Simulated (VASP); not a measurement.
A run of VASP 6.6.1:

File INCAR:

```
SYSTEM = BiB
PREC = Accurate
ENCUT = 520
EDIFF = 1E-7
ISMEAR = -1
SIGMA = 0.02
LREAL = .FALSE.
LASPH = .TRUE.
NELM = 60
ALGO = Normal
ISIF = 2
LWAVE = .FALSE.
LCHARG = .TRUE.
GGA = PE
LELF = .TRUE.
LVHAR = .TRUE.
NBANDS = 16
```

KPOINTS

```
Automatic mesh
0
G
  6 6 6
  0 0 0
```

Contents of POSCAR:

```
BiB
1.0
    3.3701290311      0.0000000000      0.0000000000
    0.0000000000      3.3701290311      0.0000000000
    0.0000000000      0.0000000000      3.3701290311
B Bi
1 1
Direct
    0.0000000000      0.0000000000      0.0000000000
    0.5000000000      0.5000000000      0.5000000000
```

Potentials or basis: VASP PAW PBE potentials, release 64 (B, Bi_d).

Run with:

```console
$ cat potpaw_PBE.64/B/POTCAR potpaw_PBE.64/Bi_d/POTCAR > POTCAR
$ mpirun -np 1 vasp_std > vasp.out
```

Hardware: 1 thread of AMD EPYC 9R45 96-Core Processor (Zen 5) (shared host).

How long does it take, and how much memory?

Wall time 9.1 s on 1 thread of AMD EPYC 9R45 96-Core Processor (Zen 5) (shared host), peak memory 0.13 GiB. Counts: scf iterations 13, k points 20.
